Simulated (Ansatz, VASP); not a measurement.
# Cross-check of CdF2 (1T-CdF2 bilayer, AA) between VASP and Ansatz

Wanted: the spread between two codes on one cell, functional and k mesh. The structure shown is the start of the Ansatz relaxation below; VASP solves that cell, so the two are compared at the walk's first step.

Method: plane waves, with VASP 6.6.1 beside it; single point at PBE with D3(BJ), in Ansatz 0.2.0.

## (1) Set-up

The cell holds 6 atoms: 4 F and 2 Cd. Cell: a = 2.723 Å, b = 2.723 Å, c = 45.768 Å, α = 90.0°, β = 90.0°, γ = 120.0°. Vacuum lies along c.

## (2) Ansatz: relaxation, PBE with D3(BJ)

Ansatz runs on its default PAW (the set named soft_2) files.

The two programs are compared at the cell with which this relaxation starts, whose forces are those of its first step.

File input.yaml:

```yaml
crystal:
  lattice:
    - [2.723288, 0.0, 0.0]
    - [-1.361644, 2.3584365898, 0.0]
    - [0.0, 0.0, 45.7676157907]
  atoms:
    - { symbol: F, position: [0.6666666667, 0.3333333333, 0.4195106009] }
    - { symbol: Cd, position: [0.0, 0.0, 0.4450068809] }
    - { symbol: F, position: [0.3333333333, 0.6666666667, 0.4705031609] }
    - { symbol: F, position: [0.6666666667, 0.3333333333, 0.5294968391] }
    - { symbol: Cd, position: [0.0, 0.0, 0.5549931191] }
    - { symbol: F, position: [0.3333333333, 0.6666666667, 0.5804893991] }
  periodic: [true, true, false]
kpoints:
  mp_grid: { grid: [12, 12, 1] }
hamiltonian:
  xc: pbe
  dispersion: d3bj
scf:
  occupations: { method: fermi_dirac, width: 0.05 }
  convergence: { dr2_threshold: 1.0e-09 }
relax:
  f_tol: 0.004
  max_steps: 90
  cell: {}
output:
  write_potential: true
  write_density: true
  volumetric_format: npy
```

On the command line:

```bash
$ ansatz run input.yaml --threads 4 --pin off --max-ram 6144MiB --backend cpu --events-out ev --progress --plain --runs-dir out
```

Numbers of over 12 decimals in the logs are rounded to 6 here.

The log of the run:

```text
Warning: relax.cell: scf.convergence.dr2_threshold = 1e-9 eV is looser than the 1.98916516251e-10 eV advised for a relaxation that steers and ends on the stress (1e-10 eV for each atom of the cell: 6, times the square of relax.cell.stress_2d_tol = 0.05 N/m over 17.4 Å (the atoms' height at the walk's start and 5 Å past either face), 2.879e-2 GPa, over a crystal's default 0.05). What an SCF threshold leaves in a stress goes as its square root, and in the free energy as the threshold itself, and one threshold admits the most on a small cell: [figures from the program's tests cut] Set scf.convergence.dr2_threshold to 1.98916516251e-10 eV or tighter. [rest of the remark cut]
Engine: ansatz 0.2.0, aarch64-unknown-linux-gnu
Pseudopotentials: kind: paw
Pseudopotential: F, paw, valence charge 7, recommended cutoff 420 eV (normal), F.paw.azcp
Pseudopotential: Cd, paw, valence charge 20, recommended cutoff 420 eV (normal), Cd.paw.azcp
Functional definition: PBE
  parameter kappa = 0.804
  parameter beta = 0.066725
  exchange = pbe_x(kappa = kappa, mu = beta*pi^2/3)
  correlation = pbe_c(beta = beta)
Crystal: 6 atoms, lattice volume = 293.952 Å³
Basis set: ecut = 420 eV, 5763 PW (Γ), exchange–correlation on 40×40×640 points (8 copies of the dense FFT grid, shifted against one another)
Bands: 41, of which v1, the nominal top of the filled ones, is band 34 counted from 1 (33 counted from 0)
Symmetry: 12 space group operations
Space group: P-3m1 (ITA 164), of the structure as read, at distance tolerance 6.6e-5 Å
k-points: 19 of 144
Non-local potential: F, projectors of the file, l = 0: 2, l = 1: 2, l = 2: 1
Non-local potential: Cd, projectors of the file, l = 0: 3, l = 1: 2, l = 2: 2, l = 3: 1
PAW form: soft (Blöchl's): semilocal exchange-correlation on the pseudo side does not see the compensation charge
PAW one-centre angular grid: F, 110 points (default); XC on 64 Gauss nodes
PAW one-centre angular grid: Cd, 590 points (default); XC on 64 Gauss nodes
Initial density: superposition of atomic densities (neutral atoms: chi_scale 0, normalization atom), corrected by the library's trained network
Initial wavefunctions: pseudopotential atomic-orbital guess
Functional: x = pbe(κ = 0.804, μ = 0.219515), c = pbe(β = 0.066725)
SCF iter   1: F=—  HF=-19735.085198 eV  |F-HF|=—  |Δ(HF+E_count)|=         —  Δρ=4.27e-3  dr2=4.72e-2  ethr=1.77e-3  ⟨swp⟩=16.8  Hψ=6358  notcnv=0  defer=12
preconditioner: auto → Resta (q_TF=auto, 2.138 Å⁻¹)  ε∞=1.8  [insulator: Δε(μ)=4.197 eV  Ē_g=17.520 eV  σ=0.050 eV  W_gap=1.00  n_scr=30 (ndim 8)  ℏωp=15.6 eV  f_vac=0.782  D(μ)=0.00/eV (n_scr^D=0)  ε∞_Penn≈1.8  vacuum switching on, ρ_ref=2.2e-2 e/Å³]
SCF iter   2: F=—  HF=-19735.073048 eV  |F-HF|=—  |Δ(HF+E_count)|=   1.21e-2  Δρ=1.91e-3  dr2=6.01e-3  ethr=6.94e-5  ⟨swp⟩=4.5  Hψ=2092  notcnv=0  defer=31
SCF iter   3: F=—  HF=-19735.071433 eV  |F-HF|=—  |Δ(HF+E_count)|=   1.62e-3  Δρ=5.90e-4  dr2=1.12e-3  ethr=8.83e-6  ⟨swp⟩=3.8  Hψ=1856  notcnv=0  defer=31
SCF iter   4: F=—  HF=-19735.071432 eV  |F-HF|=—  |Δ(HF+E_count)|=   4.56e-7  Δρ=1.90e-4  dr2=9.97e-5  ethr=1.64e-6  ⟨swp⟩=4.1  Hψ=1571  notcnv=0  defer=32
SCF iter   5: F=—  HF=-19735.071418 eV  |F-HF|=—  |Δ(HF+E_count)|=   1.43e-5  Δρ=5.14e-5  dr2=8.26e-6  ethr=1.47e-7  ⟨swp⟩=4.5  Hψ=2073  notcnv=0  defer=32
SCF iter   6: F=—  HF=-19735.071397 eV  |F-HF|=—  |Δ(HF+E_count)|=   2.14e-5  Δρ=2.16e-5  dr2=1.00e-6  ethr=1.22e-8  ⟨swp⟩=3.7  Hψ=1826  notcnv=0  defer=33
SCF iter   7: F=—  HF=-19735.071504 eV  |F-HF|=—  |Δ(HF+E_count)|=   1.08e-4  Δρ=5.79e-6  dr2=9.96e-8  ethr=1.47e-9  ⟨swp⟩=3.6  Hψ=1897  notcnv=0  defer=36
SCF iter   8: F=—  HF=-19735.071504 eV  |F-HF|=—  |Δ(HF+E_count)|=   4.43e-8  Δρ=2.36e-6  dr2=1.70e-8  ethr=1.46e-10  ⟨swp⟩=3.1  Hψ=1626  notcnv=0  defer=36
SCF iter   9: F=-19735.071504 eV  HF=-19735.071504 eV  |F-HF|=4.15e-10  |Δ(HF+E_count)|=   2.11e-9  Δρ=3.97e-7  dr2=5.55e-10  ethr=1.47e-12  ⟨swp⟩=11.4  Hψ=7612  notcnv=0
SCF 1 converged in 9 iterations: F = -19735.071504 eV  dr2 = 5.55e-10
  greatest PAW one-centre occupation: 1.002 electrons in one spin orbital (limit 2), on the Cd atom at site 4 (counted from 0), in its partial waves of l = 1
relax step   1: F+E_penalty+E_count = -19735.07150435 eV  Δ(F+E_penalty+E_count) = +0.000e0 eV  max|allowed force component| = 7.137e0 eV/Å  Δτ_max = 0.0000 Å  P = +119.402 N/m  Ω = 293.952 Å³  fix = [c, alpha, beta]  reactions: c +0.000 N/m  (9 SCF iters, accepted)
[...]
SCF iter   2: F=—  HF=-19744.543897 eV  |F-HF|=—  |Δ(HF+E_count)|=   1.97e-4  Δρ=6.62e-6  dr2=2.14e-8  ethr=1.01e-10  ⟨swp⟩=5.1  Hψ=2894  notcnv=0
SCF iter   3: F=—  HF=-19744.543963 eV  |F-HF|=—  |Δ(HF+E_count)|=   6.65e-5  Δρ=2.31e-6  dr2=1.95e-8  ethr=3.15e-11  ⟨swp⟩=3.2  Hψ=1606  notcnv=0
SCF iter   4: F=—  HF=-19744.543966 eV  |F-HF|=—  |Δ(HF+E_count)|=   2.86e-6  Δρ=7.51e-7  dr2=1.27e-9  ethr=2.87e-11  ⟨swp⟩=2.8  Hψ=1364  notcnv=0
iter 5 met the thresholds in force, and the SCF goes on: an eigenvalue changes by 5.41 meV, over its tolerance of 1.03 meV (output.eigenvalues, Limitations)
SCF iter   5: F=-19744.543968 eV  HF=-19744.543968 eV  |F-HF|=4.64e-7  |Δ(HF+E_count)|=   1.52e-6  Δρ=2.08e-7  dr2=9.06e-11  ethr=1.47e-12  ⟨swp⟩=21.2  Hψ=6285  notcnv=0
iter 6 met the thresholds in force, and the SCF goes on: an eigenvalue changes by 9.09 meV, over its tolerance of 1.02 meV (output.eigenvalues, Limitations)
SCF iter   6: F=-19744.543968 eV  HF=-19744.543968 eV  |F-HF|=1.03e-7  |Δ(HF+E_count)|=   3.60e-7  Δρ=1.21e-7  dr2=2.97e-11  ethr=1.00e-12  ⟨swp⟩=11.3  Hψ=4734  notcnv=0
Mixer restart at iter 6: flushing history
SCF iter   7: F=-19744.543968 eV  HF=-19744.543968 eV  |F-HF|=5.46e-11  |Δ(HF+E_count)|=   1.03e-7  Δρ=1.41e-7  dr2=7.84e-11  ethr=1.00e-12  ⟨swp⟩=11.0  Hψ=4850  notcnv=0
SCF 24 converged in 7 iterations: F = -19744.543968 eV  dr2 = 7.84e-11
relax step  24: F+E_penalty+E_count = -19744.54396833 eV  Δ(F+E_penalty+E_count) = -7.445e-4 eV  max|allowed force component| = 9.289e-5 eV/Å  Δτ_max = 0.0000 Å  P = +0.011 N/m  Ω = 495.443 Å³  fix = [c, alpha, beta]  reactions: c +0.000 N/m  stress off target by 1.09e-2 N/m on what of the cell is left free  SCF on the basis re-selected at this cell (its energy is not comparable with the rows above)  (7 SCF iters)
basis re-selected at this cell: Δ(F+E_penalty+E_count) = -7.445e-4 eV, ΔP = +0.006 N/m vs the last step (what re-selecting the basis moved, of the pressure what is left beyond the Pulay correction that the steps carried, after the strain that the cell walked since its last selection, with what the two solves' SCF thresholds leave and, on support functions, any second-order correction that the steps lacked; it is no m [...]
WARN: The output density's exchange-correlation potential varies sharply where the density is thin. Do not read a vacuum level from v_tot or v_xc, or from such a field of the output density. On a cell that repeats whose density bears no net charge and no dipole along the vacuum's axis use v_es (v_loc + v_h of the components); under efield.dipole_correction with no amplitude use v_es + v_field, which holds any externa [...]
SCF converged after 7 iterations
an eigenvalue changed by more than its tolerance at an iteration that met the thresholds in force, so the SCF went on 2 times, its first undamped step at iteration 6: the last check found none over its tolerance
Free energy (F): -19744.543968 eV
Harris-Foulkes:  -19744.543968 eV  (|F-HF|=5.46e-11)
Internal energy: -19744.543968 eV  (E = F + TS)
E sigma→0 (E₀):  -19744.543968 eV
Fermi energy:    -6.942926 eV
--- Per-component energies (eV) ---
  E_band       = -1993.020962
  E_kinetic    = 1833.555650
  E_local      = -351066.870091  (includes V_loc(G=0)·N_el)
  E_nonlocal   = 367.328861
  E_hartree    = 174537.594315
  E_xc         = -669.481782
  E_vxc        = -847.964372  (∫ρ·V_xc dr)
  E_paw        = -8974.570943  (= ΣΔE_a)
  E_vpaw       = -1354.267145  (= ΣTr[D̂ρ^β])
  E_aug_tail   = 0.008265  (compensation charges beyond the density's cutoff)
  E_ewald      = 164228.544563
  E_disp       = -0.652806  (pairwise vdW)
  E_smearing   = -0.000000  (= −TS)
  E_closure    = -0.000000  (closes the sum)
  Σ components = -19744.543968   (vs F -19744.543968, Δ=0.00e0)
--- Forces (eV/Å), atoms counted from 1 ---
  atom   1  F      0.00000000     0.00000000     0.00003918
  atom   2  Cd     0.00000000     0.00000000     0.00001779
  atom   3  F     -0.00000000    -0.00000000    -0.00009289
  atom   4  F      0.00000000     0.00000000     0.00009289
  atom   5  Cd    -0.00000000    -0.00000000    -0.00001779
  atom   6  F      0.00000000    -0.00000000    -0.00003918
  max |Σ_I F_I| component: 2.89e-19 eV/Å
--- 2D stress c σ (N/m, compression-positive) ---
        0.010915       0.000000      -0.000000
        0.000000       0.010915      -0.000000
       -0.000000      -0.000000       0.000000
  P = ½ c Tr σ = 0.0109 N/m
--- Band table (eV; the first three rows and the last of 19) ---
  k-point 0: bands = [... 30 lower, -8.8567, -8.8567, -8.7931, -8.7931, -5.2855, -4.4280, -1.5990 (-1.5990°), -0.6906 (-0.6906°), ... 3 higher]
  k-point 1: bands = [... 30 lower, -8.9386, -8.8932, -8.8753, -8.8076, -5.0681, -4.2612, -1.4610 (-1.4610°), -0.5688 (-0.5688°), ... 3 higher]
  k-point 2: bands = [... 30 lower, -9.1538, -9.0779, -8.9116, -8.8348, -4.4852, -3.7976, -1.0797 (-1.0797°), -0.2247 (-0.2247°), ... 3 higher]
  k-point 18: bands = [... 30 lower, -9.2124, -9.2124, -8.9772, -8.9772, -1.1176, -0.8418, 1.5959, 2.1650, ... 3 higher]
  ° read free of the cell's end (the report's vacuum.weakly_bound_levels)
  °? not known for the slab's own: over its row's bound_up_to_ev there, or no deeper under its free states than its continued_xc_part_ev in size
--- Relaxed structure (20 steps of the walk, 20 accepted, 4 SCFs on fresh bases) ---
  F+E_penalty+E_count = -19744.54396833 eV   max|allowed force component| = 9.289e-5 eV/Å   (the final SCF, on the basis selected at the relaxed cell)
  cell:  # Å, volume = 495.4433 Å³
    - [3.535514, 0.0, 0]
    - [-1.767757, 3.061845, 0]
    - [0, 0, 45.7676157907]
  atoms:
    - { symbol: F, position: [0.666667, 0.333333, 0.431451] }
    - { symbol: Cd, position: [1.042575990461103e-17, 0, 0.453388] }
    - { symbol: F, position: [0.333333, 0.666667, 0.475146] }
    - { symbol: F, position: [0.666667, 0.333333, 0.524854] }
    - { symbol: Cd, position: [-1.0425759904611032e-17, 0, 0.546612] }
    - { symbol: F, position: [0.333333, 0.666667, 0.568549] }
```

## (3) VASP: single point, PBE with D3(BJ), start cell

The same cell, functional, mesh and smearing now go to VASP, with its own data sets.

Lines of VASP's logs that name or quote its potential files are left out, and so is its time.

File INCAR:

```
SYSTEM = CdF2
PREC = Accurate
ENCUT = 520
EDIFF = 1E-06
NELM = 120
ISMEAR = -1
SIGMA = 0.05
LREAL = .FALSE.
ALGO = Normal
GGA = PE
IVDW = 12
NBANDS = 32
LORBIT = 11
LWAVE = .FALSE.
LCHARG = .FALSE.
ISIF = 2
LDIPOL = .TRUE.
IDIPOL = 3
DIPOL = 0.5 0.5 0.5
LVHAR = .TRUE.
LASPH = .TRUE.
GGA_COMPAT = .FALSE.
EFERMI = MIDGAP
NELMDL = -8
KPAR = 2
```

File POSCAR:

```
CdF2
1.0
    2.7232880000      0.0000000000      0.0000000000
   -1.3616440000      2.3584370000      0.0000000000
    0.0000000000      0.0000000000     45.7676160000
F Cd
4 2
Direct
    0.6666667373      0.3333334747      0.4195105989
    0.3333332627      0.6666665253      0.4705031610
    0.6666667373      0.3333334747      0.5294968390
    0.3333332627      0.6666665253      0.5804894011
    0.0000000000      0.0000000000      0.4450068800
    0.0000000000      0.0000000000      0.5549931200
```

File KPOINTS:

```
Automatic mesh
0
Gamma
12 12 1
0 0 0
```

PAW data sets: F and Cd (PBE family, release 64).

On the command line:

```bash
$ mpirun -np 2 vasp_std
```

The log of the run:

```text
[banner, memory and clock lines left out]
running    2 mpi-ranks, on    1 nodes
 distrk:  each k-point on    1 cores,    2 groups
 distr:  one band on    1 cores,    1 groups

 POSCAR found type information on POSCAR F Cd
 POSCAR found :  2 types and       6 ions
 LDA part: xc-table for (Slater+PW92), standard interpolation
 POSCAR, INCAR and KPOINTS ok, starting setup
 FFT: planning ... GRIDC
 FFT: planning ... GRID_SOFT
 FFT: planning ... GRID
 WAVECAR not read
 entering main loop
       N       E                     dE             d eps       ncg     rms          rms(c)
DAV:   1     0.543137344991E+03    0.54314E+03   -0.24287E+04  1368   0.134E+03
DAV:   2     0.413855850268E+02   -0.50175E+03   -0.48225E+03  1688   0.366E+02
DAV:   3    -0.136293556475E+02   -0.55015E+02   -0.54869E+02  1392   0.133E+02
DAV:   4    -0.143875818144E+02   -0.75823E+00   -0.75768E+00  1376   0.179E+01
DAV:   5    -0.143956255201E+02   -0.80437E-02   -0.80422E-02  1424   0.164E+00
DAV:   6    -0.143957721852E+02   -0.14667E-03   -0.14666E-03  1400   0.209E-01
DAV:   7    -0.143957766142E+02   -0.44290E-05   -0.44291E-05  1432   0.274E-02
DAV:   8    -0.143957767889E+02   -0.17475E-06   -0.17463E-06  1056   0.465E-03    0.443E+01
DAV:   9    -0.107487364508E+02    0.36470E+01   -0.11974E+01  1816   0.438E+01    0.324E+01
DAV:  10    -0.108550065230E+02   -0.10627E+00   -0.35164E+00  1504   0.153E+01    0.343E+00
DAV:  11    -0.107589959056E+02    0.96011E-01   -0.40972E-01  1352   0.479E+00    0.887E-01
DAV:  12    -0.107566698097E+02    0.23261E-02   -0.39017E-02  1504   0.310E+00    0.912E-01
DAV:  13    -0.107572199535E+02   -0.55014E-03   -0.23589E-03  1416   0.383E-01    0.543E-01
DAV:  14    -0.107573275987E+02   -0.10765E-03   -0.28798E-04  1472   0.148E-01    0.797E-02
[...]
DAV:  18    -0.107576515841E+02   -0.73779E-04   -0.16867E-05  1448   0.249E-02    0.329E-03
DAV:  19    -0.107576803374E+02   -0.28753E-04   -0.60713E-06  1208   0.194E-02    0.507E-03
DAV:  20    -0.107576845146E+02   -0.41772E-05   -0.62020E-07   984   0.860E-03    0.296E-03
DAV:  21    -0.107576865313E+02   -0.20167E-05   -0.19213E-07   928   0.434E-03    0.842E-04
DAV:  22    -0.107576923447E+02   -0.58134E-05   -0.30350E-07   944   0.248E-03    0.119E-03
DAV:  23    -0.107576936705E+02   -0.13257E-05   -0.91883E-08   960   0.138E-03    0.740E-04
DAV:  24    -0.107576952367E+02   -0.15663E-05   -0.74835E-08   912   0.167E-03    0.498E-04
DAV:  25    -0.107576955727E+02   -0.33591E-06   -0.19474E-08   936   0.116E-03
   1 F= -.11754824E+02 E0= -.11754824E+02  d E =-.459007E-19
```

(Part 1 of 2 ends here.)

[Lines on the potential files, build, host, timing and source positions are cut from VASP's logs without a mark.]

[Logs are printed without paths, hosts, clocks, repeated set-up lines and the standing remarks that a program may print on its own settings, such as how far it seeks lower states.]

[Hosts, paths, dates, database ids (printed as entryN), source tags and the programs' standing remarks are cut or masked in the printed files.]
